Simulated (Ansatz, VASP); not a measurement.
**Cross-check of Mo between VASP and Ansatz**

Wanted: the spread between two codes on one cell, functional and k mesh. The structure shown is the end of the Ansatz relaxation below.

Calculated with Ansatz 0.2.0; plane waves, with VASP 6.6.1 beside it; single point at PBEsol.

### 1. Starting point

It takes space group I4/mmm (No. 139, tetragonal). The conventional cell has a = 3.149 Å, b = 3.149 Å, c = 3.067 Å, α = 90.00°, β = 90.00°, γ = 90.00°. Nearest to Mo lie 8 Mo at 2.70 Å.

### 2. Ansatz: relaxation, PBEsol

Ansatz runs on its PAW soft_1 files.

This run makes the geometry at which the two programs are then compared.

input.yaml reads:

```yaml
crystal:
  lattice:
    - [3.145084185, 0.0, 0.0]
    - [0.0, 3.145084185, 0.0]
    - [0.0, 0.0, 3.06684826]
  atoms:
    - { symbol: Mo, position: [0.0, 0.0, 0.0] }
    - { symbol: Mo, position: [0.5, 0.5, 0.5] }
kpoints:
  mp_grid: { grid: [14, 14, 14] }
scf:
  occupations: { method: fermi_dirac, width: 0.05 }
hamiltonian:
  xc: pbesol
  pseudopotentials: { kind: paw, azcp: { folder: soft_1 }, xc_functional: pbe }
basis:
  ecutwfc: 600
output:
  forces: true
  stress: true
relax:
  f_tol: 0.005
  max_steps: 70
  cell: { stress_tol: 0.02, p_target: 0, fix: [c, alpha, beta, gamma] }
```

The run is started by

```sh
$ ansatz run input.yaml --threads 4 --pin off --max-ram 10240MiB --backend cpu --events-out ev --progress --plain --runs-dir out
```

Numbers of over 12 decimals in the logs are rounded to 6 here.

Output:

```text
Engine: ansatz 0.2.0, aarch64-unknown-linux-gnu
Pseudopotentials: kind: paw
Pseudopotential: Mo, paw, valence charge 14, recommended cutoff 420 eV (normal), soft_1/Mo.paw.azcp
Functional definition: PBEsol
  exchange = pbesol_x
  correlation = pbesol_c
Crystal: 2 atoms, lattice volume = 30.336 Å³
Basis set: ecut = 600 eV, 1013 PW (Γ), exchange–correlation on 54×54×50 points (8 copies of the dense FFT grid, shifted against one another)
Bands: 18, of which v1, the nominal top of the filled ones, is band 14 counted from 1 (13 counted from 0)
Symmetry: 32 space group operations
Space group: I4/mmm (ITA 139), of the structure as read, at distance tolerance 3.1e-5 Å
k-points: 288 of 2744
Non-local potential: Mo, projectors of the file, l = 0: 3, l = 1: 2, l = 2: 2, l = 3: 1
PAW form: soft (Blöchl's): semilocal exchange-correlation on the pseudo side does not see the compensation charge
PAW frozen core: Mo, regenerated for the run's functional, and the local potential with it (the file was generated under x = pbe(κ = 0.804, μ = 0.219515), c = pbe(β = 0.066725))
PAW one-centre angular grid: Mo, 590 points (default); XC on 64 Gauss nodes
Initial density: superposition of atomic densities (chi_scale 0.1, normalization cell)
Initial wavefunctions: pseudopotential atomic-orbital guess
Functional: x = pbesol(κ = 0.804, μ = 0.123457), c = pbesol(β = 0.046)
SCF iter   1: F=—  HF=-9796.377032 eV  |F-HF|=—  |Δ(HF+E_count)|=         —  Δρ=1.11e-1  dr2=3.64e0  ethr=3.10e-3  ⟨swp⟩=5.2  Hψ=21680  notcnv=0
preconditioner: auto → none  [metal: Δε(μ)=0.016 eV  Ē_g=5.302 eV  σ=0.050 eV  W_gap=0.08  n_scr=6 (ndim 8)  ℏωp=23.4 eV  f_vac=0.000  D(μ)=1.12/eV (n_scr^D=6)  sad-step TF]
SCF iter   2: F=—  HF=-9795.385150 eV  |F-HF|=—  |Δ(HF+E_count)|=   9.92e-1  Δρ=6.26e-2  dr2=1.10e0  ethr=3.10e-3  ⟨swp⟩=2.6  Hψ=11344  notcnv=0
SCF iter   3: F=—  HF=-9794.989064 eV  |F-HF|=—  |Δ(HF+E_count)|=   3.96e-1  Δρ=3.54e-3  dr2=1.38e-3  ethr=3.10e-3  ⟨swp⟩=2.7  Hψ=10169  notcnv=0
SCF iter   4: F=—  HF=-9794.990843 eV  |F-HF|=—  |Δ(HF+E_count)|=   1.78e-3  Δρ=2.11e-4  dr2=5.22e-6  ethr=4.92e-6  ⟨swp⟩=2.6  Hψ=10419  notcnv=0
SCF iter   5: F=—  HF=-9794.990850 eV  |F-HF|=—  |Δ(HF+E_count)|=   6.42e-6  Δρ=4.39e-5  dr2=3.92e-7  ethr=1.86e-8  ⟨swp⟩=2.0  Hψ=9243  notcnv=0
SCF iter   6: F=-9794.990850 eV  HF=-9794.990850 eV  |F-HF|=8.14e-9  |Δ(HF+E_count)|=   1.40e-7  Δρ=7.96e-6  dr2=1.14e-8  ethr=3.57e-10  ⟨swp⟩=4.0  Hψ=17985  notcnv=0
SCF 1 converged in 6 iterations: F = -9794.990850 eV  dr2 = 1.14e-8
  greatest PAW one-centre occupation: 0.999 electrons in one spin orbital (limit 2), on the Mo atom at site 1 (counted from 0), in its partial waves of l = 0
relax step   1: F+E_penalty+E_count = -9794.99084964 eV  Δ(F+E_penalty+E_count) = +0.000e0 eV  max|allowed force component| = 9.368e-30 eV/Å  Δτ_max = 0.0000 Å  P = +3.218 GPa  Ω = 30.336 Å³  fix = [c, alpha, beta, gamma]  reactions: c +8.181 GPa  (6 SCF iters, dr2 threshold 1.00e-7 eV, accepted)
[...]
relax step   2: F+E_penalty+E_count = -9794.99041615 eV  Δ(F+E_penalty+E_count) = +4.335e-4 eV  max|allowed force component| = 3.895e-30 eV/Å  Δτ_max = 0.0000 Å  P = +1.369 GPa  Ω = 30.533 Å³  energy of the carried Pulay correction = -5.253e-6 eV  fix = [c, alpha, beta, gamma]  (6 SCF iters, dr2 threshold 2.00e-7 eV, rejected (line search))
[...]
relax step   3: F+E_penalty+E_count = -9794.99100079 eV  Δ(F+E_penalty+E_count) = -1.511e-4 eV  max|allowed force component| = 4.043e-30 eV/Å  Δτ_max = 0.0000 Å  P = +2.582 GPa  Ω = 30.403 Å³  energy of the carried Pulay correction = -1.791e-6 eV  fix = [c, alpha, beta, gamma]  reactions: c +7.757 GPa  (6 SCF iters, accepted)
[...]
relax step   4: F+E_penalty+E_count = -9794.99100242 eV  Δ(F+E_penalty+E_count) = -1.634e-6 eV  max|allowed force component| = 8.530e-30 eV/Å  Δτ_max = 0.0000 Å  P = +2.582 GPa  Ω = 30.403 Å³  fix = [c, alpha, beta, gamma]  reactions: c +7.757 GPa  stress off target by 4.66e-3 GPa on what of the cell is left free  SCF on the basis re-selected at this cell (its energy is not comparable with the rows above)  (8 SCF iters)
basis re-selected at this cell: Δ(F+E_penalty+E_count) = -1.634e-6 eV, ΔP = +0.000 GPa vs the last step (what re-selecting the basis moved, of the pressure what is left beyond the Pulay correction that the steps carried, after the strain that the cell walked since its last selection, with what the two solves' SCF thresholds leave and, on support functions, any second-order correction that the steps lacked; it is no m [...]
SCF converged after 8 iterations
Free energy (F): -9794.991002 eV
Harris-Foulkes:  -9794.991002 eV  (|F-HF|=0.00e0)
Internal energy: -9794.979467 eV  (E = F + TS)
E sigma→0 (E₀):  -9794.985235 eV
Entropy (-TS):   -0.011535 eV (-5.768 meV/atom)
Fermi energy:    21.655338 eV
--- Per-component energies (eV) ---
  E_band       = -94.861939
  E_kinetic    = 846.904951
  E_local      = -1502.593013  (includes V_loc(G=0)·N_el)
  E_nonlocal   = 299.913133
  E_hartree    = 511.368741
  E_xc         = -351.464189
  E_vxc        = -439.808514  (∫ρ·V_xc dr)
  E_paw        = -6308.689569  (= ΣΔE_a)
  E_vpaw       = -322.016000  (= ΣTr[D̂ρ^β])
  E_aug_tail   = 0.000020  (compensation charges beyond the density's cutoff)
  E_ewald      = -3290.838142
  E_core_change = 0.418600  (= ΣΔE_core)
  E_smearing   = -0.011535  (= −TS)
  E_closure    = 0.000000  (closes the sum)
  Σ components = -9794.991002   (vs F -9794.991002, Δ=0.00e0)
--- Forces (eV/Å), atoms counted from 1 ---
  atom   1  Mo     0.00000000     0.00000000     0.00000000
  atom   2  Mo    -0.00000000     0.00000000     0.00000000
  max |Σ_I F_I| component: 7.59e-30 eV/Å
--- Stress (GPa, compression-positive) ---
       -0.004656      -0.000000       0.000000
        0.000000      -0.004656       0.000000
        0.000000       0.000000       7.756554
  P = ⅓ Tr σ = 2.5824 GPa (25.824 kbar)
--- Relaxed structure (3 steps of the walk, 2 accepted, 1 SCFs on fresh bases) ---
  F+E_penalty+E_count = -9794.99100242 eV   max|allowed force component| = 8.530e-30 eV/Å   (the final SCF, on the basis selected at the relaxed cell)
  cell:  # Å, volume = 30.4029 Å³
    - [3.148556, 0, 0.0]
    - [0, 3.148556, 0.0]
    - [0.0, 0.0, 3.06684826]
  atoms:
    - { symbol: Mo, position: [0.0, 0.0, 0.0] }
    - { symbol: Mo, position: [0.5, 0.5, 0.5] }
```

### 3. VASP: single point, PBEsol, pair 1

The same cell, functional, mesh and smearing now go to VASP, with its own data sets.

Lines of VASP's logs that name or quote its potential files are left out, and so is its time.

INCAR reads:

```
SYSTEM = Mo
PREC = Accurate
ENCUT = 500
EDIFF = 1E-06
NELM = 120
ISMEAR = -1
SIGMA = 0.05
LREAL = .FALSE.
ALGO = Normal
GGA = PS
NBANDS = 20
LASPH = .TRUE.
LORBIT = 11
LWAVE = .FALSE.
LCHARG = .FALSE.
ISIF = 2
GGA_COMPAT = .FALSE.
KPAR = 2
```

POSCAR reads:

```
Mo
1.0
    3.1485556222      0.0000000000      0.0000000000
    0.0000000000      3.1485556222      0.0000000000
    0.0000000000      0.0000000000      3.0668482600
Mo
2
Direct
    0.0000000000      0.0000000000      0.0000000000
    0.5000000000      0.5000000000      0.5000000000
```

KPOINTS reads:

```
Automatic mesh
0
Gamma
14 14 14
0 0 0
```

PAW data sets: Mo_sv (PBE family, release 64).

The run is started by

```sh
$ mpirun -np 2 vasp_std
```

Output:

```text
[banner, memory and clock lines left out]
running    2 mpi-ranks, on    1 nodes
 distrk:  each k-point on    1 cores,    2 groups
 distr:  one band on    1 cores,    1 groups

 POSCAR found type information on POSCAR Mo
 POSCAR found :  1 types and       2 ions
|                                                                             |
|               ----> ADVICE to this user running VASP <----                  |
|                                                                             |
|     You enforced a specific xc type in the INCAR file but a different       |
|     [... a line on the potential file left out ...]
|     I HOPE YOU KNOW WHAT YOU ARE DOING!                                     |
|                                                                             |

 LDA part: xc-table for (Slater+PW92), standard interpolation
 POSCAR, INCAR and KPOINTS ok, starting setup
 FFT: planning ... GRIDC
 FFT: planning ... GRID_SOFT
 FFT: planning ... GRID
 WAVECAR not read
 entering main loop
       N       E                     dE             d eps       ncg     rms          rms(c)
DAV:   1     0.263949274857E+03    0.26395E+03   -0.16696E+04 11544   0.143E+03
DAV:   2    -0.191453648291E+02   -0.28309E+03   -0.27544E+03 13044   0.439E+02
DAV:   3    -0.249928368742E+02   -0.58475E+01   -0.57379E+01 12684   0.633E+01
DAV:   4    -0.250284980309E+02   -0.35661E-01   -0.35498E-01 12112   0.484E+00
DAV:   5    -0.250286937992E+02   -0.19577E-03   -0.19576E-03 12372   0.383E-01    0.239E+01
DAV:   6    -0.237434984460E+02    0.12852E+01   -0.23911E+00 11764   0.139E+01    0.664E+00
DAV:   7    -0.235522226859E+02    0.19128E+00   -0.52070E-01 12124   0.586E+00    0.130E+00
DAV:   8    -0.235401644519E+02    0.12058E-01   -0.93025E-03 11896   0.983E-01    0.274E-01
DAV:   9    -0.235400687583E+02    0.95694E-04   -0.35019E-04 14392   0.185E-01    0.101E-01
DAV:  10    -0.235400849892E+02   -0.16231E-04   -0.20242E-05 11844   0.432E-02    0.155E-02
DAV:  11    -0.235400849956E+02   -0.64147E-08   -0.10206E-06  6148   0.753E-03
   1 F= -.23540085E+02 E0= -.23534292E+02  d E =-.115854E-01
```

From OUTCAR (step 3):

```text
ion  position               nearest neighbor table
   1  0.000  0.000  0.000-   2 2.70   2 2.70   2 2.70   2 2.70   2 2.70   2 2.70   2 2.70   2 2.70

  LATTYP: Found a simple tetragonal cell.
 ALAT       =     3.1485556222
 C/A-ratio  =     0.9740492556

 Subroutine GETGRP returns: Found 16 space group operations
 (whereof 16 operations were pure point group operations)

The static configuration has the point symmetry D_4h.

 Found    288 irreducible k-points:

   k-points           NKPTS =    288   k-points in BZ     NKDIM =    288   number of bands    NBANDS=     20

   dimension x,y,z NGX =    24 NGY =   24 NGZ =   24
   dimension x,y,z NGXF=    48 NGYF=   48 NGZF=   48

   ENCUT  =  500.0 eV  36.75 Ry    6.06 a.u.   5.74  5.74  5.59*2*pi/ulx,y,z

   NELECT =      28.0000    total number of electrons

 k-points in reciprocal lattice and weights: Automatic mesh
   0.00000000  0.00000000  0.00000000       0.000
   0.07142857  0.00000000  0.00000000       0.001
   0.14285714  0.00000000  0.00000000       0.001
   0.21428571  0.00000000  0.00000000       0.001
   0.28571429  0.00000000  0.00000000       0.001
   0.35714286  0.00000000  0.00000000       0.001
   0.42857143  0.00000000  0.00000000       0.001
   0.50000000  0.00000000  0.00000000       0.001
   0.07142857  0.07142857  0.00000000       0.001
[...]
0.50000000  0.42857143  0.50000000       0.001
   0.50000000  0.50000000  0.50000000       0.000

 average (electrostatic) potential at core
       1 -68.5630       2 -68.5630

 E-fermi :  12.9373

 k-point     1 :       0.0000    0.0000    0.0000
  band No.  band energies     occupation
    ...
     10       7.1952      2.00000
     11       7.2672      2.00000
     12      11.2899      2.00000
     13      11.6081      2.00000
     14      11.6081      2.00000
     15      14.4008      0.00000
     16      14.8154      0.00000
     17      17.0582      0.00000
     18      17.0582      0.00000
     19      17.1580      0.00000
    ...

 k-point     2 :       0.0714    0.0000    0.0000
  band No.  band energies     occupation
    ...
     10       7.2827      2.00000
     11       7.3416      2.00000
     12      11.2876      2.00000
     13      11.6034      2.00000
     14      11.6583      2.00000
     15      14.2798      0.00000
     16      14.8256      0.00000
     17      16.7428      0.00000
     18      16.7906      0.00000
     19      16.9578      0.00000
    ...

 k-point     3 :       0.1429    0.0000    0.0000
  band No.  band energies     occupation
    ...
     10       7.4852      2.00000
     11       7.6098      2.00000
     12      11.2890      2.00000
     13      11.5976      2.00000
     14      11.8081      2.00000
     15      13.8709      0.00000
     16      14.9293      0.00000
     17      15.9745      0.00000
     18      16.0088      0.00000
     19      16.6705      0.00000
    ...

  Total        0.1096692      0.1096692      1.5805549      0.0000000      0.0000000      0.0000000
  in kB        5.7793646      5.7793646     83.2923544      0.0000000      0.0000000      0.0000000
  external PRESSURE =      31.6170279 kB  Pullay stress =       0.0000000 kB

  energy-cutoff  :      500.00
  volume of cell :       30.40
      direct lattice vectors                 reciprocal lattice vectors
     3.148555622  0.000000000  0.000000000     0.317605950  0.000000000  0.000000000
     0.000000000  3.148555622  0.000000000     0.000000000  0.317605950  0.000000000
     0.000000000  0.000000000  3.066848260     0.000000000  0.000000000  0.326067648

 POSITION                                       TOTAL-FORCE (eV/Angst)
 -----------------------------------------------------------------------------------
      0.00000      0.00000      0.00000        -0.000000     -0.000000      0.000000
      1.57428      1.57428      1.53342         0.000000      0.000000     -0.000000
 -----------------------------------------------------------------------------------
    total drift:                                0.000000      0.000000     -0.000000

  FREE ENERGIE OF THE ION-ELECTRON SYSTEM (eV)
  ---------------------------------------------------
  free  energy   TOTEN  =       -23.5400849956 eV

  energy  without entropy=      -23.5284996121  energy(sigma->0) =      -23.53429230

 total charge
# of ion       s       p       d       tot
------------------------------------------
    1        2.395   6.217   3.957  12.568
    2        2.395   6.217   3.957  12.568
--------------------------------------------------
tot          4.789  12.434   7.914  25.137

[... 3 further parts left out ...]
```

The run ends at a pressure of 3.16 GPa.

### 4. Differences

Known differences besides the potentials themselves: the cutoff is 600 eV in Ansatz and 500 eV in VASP; Ansatz makes its cores anew for this functional, VASP keeps those of its PBE data sets; Ansatz's pressure holds a Pulay correction, VASP's none. Total energies have different zeros and are not compared.

The two programs side by side:

```
      quantity  Ansatz  VASP  difference
pressure (GPa)    2.58  3.16       -0.58
```

### 5. Ansatz: relaxation, PBEsol

This run makes the geometry at which the two programs are then compared. The cell compared in this pair holds 30.54 Å³, against 30.40 Å³ for the pair before.

The structure compared here is the end of the Ansatz relaxation.

input.yaml, the sections that differ from step 2:

```yaml
crystal:
  lattice:
    - [3.1372605925, 0.0, 0.0]
    - [0.0, 3.1372605925, 0.0]
    - [0.0, 0.0, 3.09814263]
  atoms:
    - { symbol: Mo, position: [0.0, 0.0, 0.0] }
    - { symbol: Mo, position: [0.5, 0.5, 0.5] }
output:
  forces: true
  stress: true
  write_density: true
  write_potential: true
  elf: true
  volumetric_format: npy
# kpoints, scf, hamiltonian, basis, relax: as in step 2
```

The run is started by

```sh
$ ansatz run input.yaml --threads 4 --pin off --max-ram 10240MiB --backend cpu --events-out ev --progress --plain --runs-dir out
```

Output:

```text
[...]
Crystal: 2 atoms, lattice volume = 30.493 Å³
Basis set: ecut = 600 eV, 1021 PW (Γ), exchange–correlation on 54×54×50 points (8 copies of the dense FFT grid, shifted against one another)
Bands: 18, of which v1, the nominal top of the filled ones, is band 14 counted from 1 (13 counted from 0)
Symmetry: 32 space group operations
[...]
k-points: 288 of 2744
[...]
k-point 287: bands = [... 10 lower, 18.8113, 18.8113, 18.8961, 18.8961, 23.9830, 23.9830, 24.0921, 24.0921]
--- Relaxed structure (3 steps of the walk, 2 accepted, 1 SCFs on fresh bases) ---
[...]
cell:  # Å, volume = 30.5380 Å³
    - [3.139564, 0, 0.0]
    - [0, 3.139564, 0.0]
    - [0.0, 0.0, 3.09814263]
  atoms:
    - { symbol: Mo, position: [0.0, 0.0, 0.0] }
    - { symbol: Mo, position: [0.5, 0.5, 0.500000] }
[key lines of the parts left out:]
SCF converged after 8 iterations
Free energy (F): -9795.002030 eV
Fermi energy:    21.546786 eV
P = ⅓ Tr σ = 1.2443 GPa (12.443 kbar)
```

### 6. VASP: single point, PBEsol, pair 2

The same cell, functional, mesh and smearing now go to VASP, with its own data sets.

INCAR is that of step 3.

POSCAR reads:

```
Mo
1.0
    3.1395641424      0.0000000000      0.0000000000
    0.0000000000      3.1395641424      0.0000000000
    0.0000000000      0.0000000000      3.0981426300
Mo
2
Direct
    0.0000000000      0.0000000000      0.0000000000
    0.5000000000      0.5000000000      0.5000000000
```

KPOINTS is that of step 3.

The run is started by

```sh
$ mpirun -np 2 vasp_std
```

Output:

```text
[banner, memory and clock lines left out]
running    2 mpi-ranks, on    1 nodes
[...]
[... a notice as in an earlier step ...]

 LDA part: xc-table for (Slater+PW92), standard interpolation
 POSCAR, INCAR and KPOINTS ok, starting setup
[...]
entering main loop
       N       E                     dE             d eps       ncg     rms          rms(c)
DAV:   1     0.263880368268E+03    0.26388E+03   -0.16596E+04 11536   0.142E+03
DAV:   2    -0.189905700814E+02   -0.28287E+03   -0.27534E+03 12936   0.440E+02
DAV:   3    -0.250113441116E+02   -0.60208E+01   -0.58997E+01 12632   0.638E+01
DAV:   4    -0.250511893900E+02   -0.39845E-01   -0.39801E-01 12104   0.496E+00
[...]
DAV:   9    -0.235516212888E+02    0.11521E-03   -0.37615E-04 14396   0.190E-01    0.100E-01
DAV:  10    -0.235516375703E+02   -0.16282E-04   -0.20319E-05 11900   0.432E-02    0.155E-02
DAV:  11    -0.235516375460E+02    0.24314E-07   -0.11046E-06  6140   0.787E-03
   1 F= -.23551638E+02 E0= -.23545280E+02  d E =-.127141E-01
```

[end of part 1 of 2]

[Lines on the potential files, build, host, timing and source positions are cut from VASP's logs without a mark.]

[Logs are printed without paths, hosts, clocks, repeated set-up lines and the standing remarks that a program may print on its own settings, such as how far it seeks lower states.]

[Hosts, paths, dates, database ids (printed as entryN), source tags and the programs' standing remarks are cut or masked in the printed files.]
